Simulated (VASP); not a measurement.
Here is a VASP 6.6.1 calculation.

File INCAR:

```
SYSTEM = EuSc
PREC = Accurate
ENCUT = 520
EDIFF = 1E-6
ISMEAR = -1
SIGMA = 0.05
LREAL = .False.
LASPH = .True.
NELM = 150
ALGO = Normal
ISIF = 2
LWAVE = .False.
LCHARG = .True.
ISPIN = 2
MAGMOM = 0 0 7 7
LORBIT = 11
LMAXMIX = 6
LDAU = .True.
LDAUTYPE = 2
LDAUL = 2 3
LDAUU = 6 4
LDAUJ = 0 0
LDAUPRINT = 1
GGA = PE
LELF = .True.
LVHAR = .True.
```

The input KPOINTS:

```
regular mesh
0
Gamma
  4 4 5
  0 0 0
```

The input POSCAR:

```
EuSc
1.0
    3.9449000000      3.9449000000      0.0000000000
   -3.9449000000      3.9449000000      0.0000000000
    0.0000000000      0.0000000000      3.9449000000
Sc Eu
2 2
Direct
    0.5000000000      0.0000000000      0.5000000000
    0.0000000000      0.5000000000      0.5000000000
    0.0000000000      0.0000000000      0.0000000000
    0.5000000000      0.5000000000      0.0000000000
```

Potentials or basis: VASP PAW PBE potentials, release 64 (Sc_sv, Eu).

Launch:

```sh
$ cat potpaw_PBE.64/Sc_sv/POTCAR potpaw_PBE.64/Eu/POTCAR > POTCAR
$ mpirun -np 1 vasp_std > vasp.out
```

(1) What does it give for the pressure?

(2) Estimate the band gap on the k mesh.

(3) What does it give for the site moments?

(4) What does it give for the net moment?

Answers

(1) 3.8 GPa.

(2) none (metal or under the smearing width).

(3) Sc -0.14; Eu +6.65 μB.

(4) 13.60 μB per cell.

Caveat: spin-orbit coupling is left out, which moves the levels of the heavy elements.
